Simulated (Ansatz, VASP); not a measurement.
# TaSbSe in VASP and in Ansatz

```
Ta Sb Se
1.0
     3.62291    0.00000    0.00000
     0.00000    3.62291    0.00000
     0.00000    0.00000    5.64195
Ta Sb Se
1 1 1
Direct
  0.00000 0.00000 0.00000
  0.00000 0.00000 0.50000
  0.50000 0.50000 0.00000
```

Alike in both runs: task relaxation of cell and atoms; functional PBE; k mesh 6 × 6 × 4; occupations gaussian, width 0.1 eV; no spin polarisation.

|  | VASP | Ansatz |
| --- | --- | --- |
| version | VASP 6.6.1 | Ansatz 0.2.0 |
| potentials or method | VASP PAW PBE potentials, release 64 (Ta_pv, Sb, Se) | scalar-relativistic, plane waves, PAW |
| plane-wave cutoff (eV) | 600 | 420 |
| valence electrons in the cell | 22 | 44 |

Ansatz gave:

| Item | Value |
| --- | --- |
| gap on the k mesh at the Fermi level, each at its own relaxed structure (eV) | none |
| relaxed volume (Å³/atom) | 24.81 |
| relaxed cell length with the largest relative difference (Å) | 5.613 |
| energy change over the relaxation (meV/atom) | -1 |

Task: Which values does VASP return?

Result: gap on the k mesh at the Fermi level, each at its own relaxed structure (eV): none; relaxed volume (Å³/atom): 24.77; relaxed cell length with the largest relative difference (Å): 5.600; energy change over the relaxation (meV/atom): -1.

A gap of «none» marks a metal or a gap that the smearing closes. The two sets of potentials don't hold the same shells in valence.

The runs have no spin-orbit coupling, so splittings on Sb, Ta are missing.
